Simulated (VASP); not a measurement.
Output of a VASP run:

File OUTCAR:
```
 ion  position               nearest neighbor table
   1  0.000  0.000  0.000-   2 1.95   2 1.95   2 1.95   2 1.95   2 1.95   2 1.95
   2  0.500  0.500  0.500-   1 1.95   1 1.95   1 1.95   1 1.95   1 1.95   1 1.95
  LATTYP: Found a face centered cubic cell.
 ALAT       =     3.9054415628
 Subroutine PRICEL returns:
 Original cell was already a primitive cell.
 Subroutine GETGRP returns: Found 48 space group operations
The static configuration has the point symmetry O_h .
The dynamic configuration has the point symmetry O_h .
 Subroutine INISYM returns: Found 48 space group operations
 Subroutine IBZKPT returns following result:
 Found     84 irreducible k-points:

 Following reciprocal coordinates:
            Coordinates               Weight
  0.000000  0.000000  0.000000      1.000000
  0.076923  0.000000  0.000000      8.000000
  0.153846  0.000000  0.000000      8.000000
  0.230769  0.000000  0.000000      8.000000
  0.307692  0.000000  0.000000      8.000000
  0.384615  0.000000  0.000000      8.000000
  0.461538  0.000000  0.000000      8.000000
  0.076923  0.076923  0.000000      6.000000
  0.153846  0.076923  0.000000     24.000000
  0.230769  0.076923  0.000000     24.000000
  0.307692  0.076923  0.000000     24.000000
  0.384615  0.076923  0.000000     24.000000
  0.461538  0.076923  0.000000     24.000000
 -0.461538  0.076923  0.000000     24.000000
 -0.384615  0.076923  0.000000     24.000000
 -0.307692  0.076923  0.000000     24.000000
 -0.230769  0.076923  0.000000     24.000000
 -0.153846  0.076923  0.000000     24.000000
 -0.076923  0.076923  0.000000     12.000000
  0.153846  0.153846  0.000000      6.000000
  0.230769  0.153846  0.000000     24.000000
  0.307692  0.153846  0.000000     24.000000
  0.384615  0.153846  0.000000     24.000000
  0.461538  0.153846  0.000000     24.000000
 -0.461538  0.153846  0.000000     24.000000
 -0.384615  0.153846  0.000000     24.000000
 -0.307692  0.153846  0.000000     24.000000
 -0.230769  0.153846  0.000000     24.000000
 -0.153846  0.153846  0.000000     12.000000
  0.230769  0.230769  0.000000      6.000000
  0.307692  0.230769  0.000000     24.000000
  0.384615  0.230769  0.000000     24.000000
  0.461538  0.230769  0.000000     24.000000
 -0.461538  0.230769  0.000000     24.000000
 -0.384615  0.230769  0.000000     24.000000
 -0.307692  0.230769  0.000000     24.000000
 -0.230769  0.230769  0.000000     12.000000
  0.307692  0.307692  0.000000      6.000000
  0.384615  0.307692  0.000000     24.000000
  0.461538  0.307692  0.000000     24.000000
   k-points           NKPTS =     84   k-points in BZ     NKDIM =     84   number of bands    NBANDS=      9
   number of dos      NEDOS =    601   number of ions     NIONS =      2
   total plane-waves  NPLWV =  13824
   dimension x,y,z NGX =    24 NGY =   24 NGZ =   24
   dimension x,y,z NGXF=    48 NGYF=   48 NGZF=   48
   ions per type =               1   1
   PREC   = accura    normal or accurate (medium, high low for compatibility)
   ISTART =      0    job   : 0-new  1-cont  2-samecut
   ICHARG =      2    charge: 1-file 2-atom 10-const
   ISPIN  =      1    spin polarized calculation?
   LNONCOLLINEAR =      F non collinear calculations
   LSORBIT =      F    spin-orbit coupling
   INIWAV =      1    electr: 0-lowe 1-rand  2-diag
   ENCUT  =  520.0 eV  38.22 Ry    6.18 a.u.   5.13  5.13  5.13*2*pi/ulx,y,z
   NELM   =    100;   NELMIN=  2; NELMDL= -5     # of ELM steps
   EDIFF  = 0.1E-06   stopping-criterion for ELM
   LREAL  =      F    real-space projection
   NLSPLINE    = F    spline interpolate recip. space projectors
   LMAXMIX     =    2 max onsite mixed and CHGCAR
   VOSKOWN=      0    Vosko Wilk Nusair interpolation
   EDIFFG = 0.1E-05   stopping-criterion for IOM
   NSW    =      0    number of steps for IOM
   NBLOCK =      1;   KBLOCK =      1    inner block; outer block
   IBRION =     -1    ionic relax: 0-MD 1-quasi-New 2-CG
...
```

### OSZICAR
```
       N       E                     dE             d eps       ncg     rms          rms(c)
DAV:   1     0.274591512470E+02    0.27459E+02   -0.57749E+03  1624   0.113E+03
DAV:   2    -0.101924351460E+02   -0.37652E+02   -0.37311E+02  1647   0.206E+02
DAV:   3    -0.109845112151E+02   -0.79208E+00   -0.79044E+00  1974   0.279E+01
DAV:   4    -0.109928533463E+02   -0.83421E-02   -0.83267E-02  1946   0.271E+00
DAV:   5    -0.109929224192E+02   -0.69073E-04   -0.69072E-04  2042   0.169E-01    0.424E+00
DAV:   6    -0.105154692465E+02    0.47745E+00   -0.24310E+00  1549   0.123E+01    0.130E+00
DAV:   7    -0.105051768576E+02    0.10292E-01   -0.17377E-02  2037   0.143E+00    0.772E-01
DAV:   8    -0.105002453125E+02    0.49315E-02   -0.85967E-03  2232   0.124E+00    0.823E-02
DAV:   9    -0.105002465250E+02   -0.12125E-05   -0.57599E-04  1611   0.279E-01    0.350E-02
DAV:  10    -0.105002560633E+02   -0.95383E-05   -0.38066E-05  1758   0.589E-02    0.417E-03
DAV:  11    -0.105002558852E+02    0.17805E-06   -0.79526E-07  1904   0.118E-02    0.120E-03
DAV:  12    -0.105002558697E+02    0.15462E-07   -0.20242E-07  1717   0.390E-03
   1 F= -.10500256E+02 E0= -.10500256E+02  d E =0.000000E+00
```

File OUTCAR:
```
------------------------ aborting loop because EDIFF is reached ----------------------------------------
  FORCE on cell =-STRESS in cart. coord.  units (eV):
  Direction    XX          YY          ZZ          XY          YZ          ZX
  --------------------------------------------------------------------------------------
  Total       -0.0014526     -0.0014526     -0.0014526      0.0000000      0.0000000     -0.0000000
  in kB       -0.1562794     -0.1562794     -0.1562794      0.0000000      0.0000000     -0.0000000
  external PRESSURE =      -0.1562794 kB  Pullay stress =       0.0000000 kB
  volume of cell :       14.89
      direct lattice vectors                 reciprocal lattice vectors
     0.000000000  1.952720781  1.952720781    -0.256052993  0.256052993  0.256052993
     1.952720781  0.000000000  1.952720781     0.256052993 -0.256052993  0.256052993
     1.952720781  1.952720781  0.000000000     0.256052993  0.256052993 -0.256052993
  FREE ENERGIE OF THE ION-ELECTRON SYSTEM (eV)
  ---------------------------------------------------
  free  energy   TOTEN  =       -10.5002558697 eV

  energy  without entropy=      -10.5002558697  energy(sigma->0) =      -10.50025587

 total charge

# of ion       s       p       d       tot
------------------------------------------
    1        2.022   0.081   0.000   2.103
    2        1.720   4.402   0.000   6.122
--------------------------------------------------
tot          3.742   4.483   0.000   8.226
```
(Selected blocks of OUTCAR.)

POSCAR:
```
LiF
1
    0.0000000000     1.9527207814     1.9527207814
    1.9527207814     0.0000000000     1.9527207814
    1.9527207814     1.9527207814     0.0000000000
Li F
1 1
Direct
  0.0000000000   0.0000000000   0.0000000000
  0.5000000000   0.5000000000   0.5000000000
```

### Question
Write an INCAR and KPOINTS that could have produced this output.

### Answer
Several could match; the one computed here: the input of the run itself, LDA (Ceperley-Alder, Perdew-Zunger), plane waves, VASP's LDA PAW potentials (set 64).

INCAR:
```
! general
SYSTEM = LiF
PREC   = Accurate
ENCUT  = 520
LREAL  = .FALSE.
LASPH  = .TRUE.

! electronic loop
EDIFF  = 1E-7
NELM   = 100
ALGO   = Normal

! smearing
ISMEAR = -5

! ions
ISIF   = 2

! output
LWAVE  = .FALSE.
LCHARG = .TRUE.
LORBIT = 11
NEDOS  = 601
```

KPOINTS:
```
Regular mesh
0
gamma
  13 13 13
```

POTCAR, in this order: Li_sv F (LDA.64 set). Program: vasp_std.

The compound is LiF in the rock salt structure. It was relaxed first, which changed the volume by -9 %.
